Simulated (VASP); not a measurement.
The cell holds one YN (rock salt) (100) slab, with vacuum along c, ions free to move until forces fall under 0.03 eV/Å, no reconstruction beyond this cell, dipole correction on. Ionisation potential and electron affinity count from the cell's own band edges, surface states included.

```xyz
8
Lattice="3.4333 0.0000 0.0000 0.0000 3.4333 0.0000 0.0000 0.0000 24.6355" Properties=species:S:1:pos:R:3 pbc="T T T"
Y      0.0000     1.7167     8.7343
Y      1.7167     0.0000    11.1032
Y      0.0000     1.7167    13.5323
Y      1.7167     0.0000    15.9012
N      0.0000     1.7167    11.0742
N      1.7167     0.0000     8.7799
N      0.0000     1.7167    15.8557
N      1.7167     0.0000    13.5613
```

Method: PBEsol GGA, VASP's PBE PAW potentials (set 64) (plane waves; VASP 6.6.1). Numerical set-up: 450 eV cut-off, 6×6×1 Γ-centred mesh, Gaussian smearing of 0.050 eV, potentials Y_sv N.

Slab and bulk use different k-meshes, so the surface energy is good to a few per cent at best.

**Question.** Predict its surface energy, ionisation potential, electron affinity, band gap (on the k-mesh).

**Answer.** 
The surface energy is 1.13 J/m². The ionisation potential is 3.22 eV and the electron affinity comes out as 3.07 eV. The band gap (on the k-mesh) is 0.15 eV.

The cell is a thin slab with vacuum, built from YN (rock salt): (100) face.
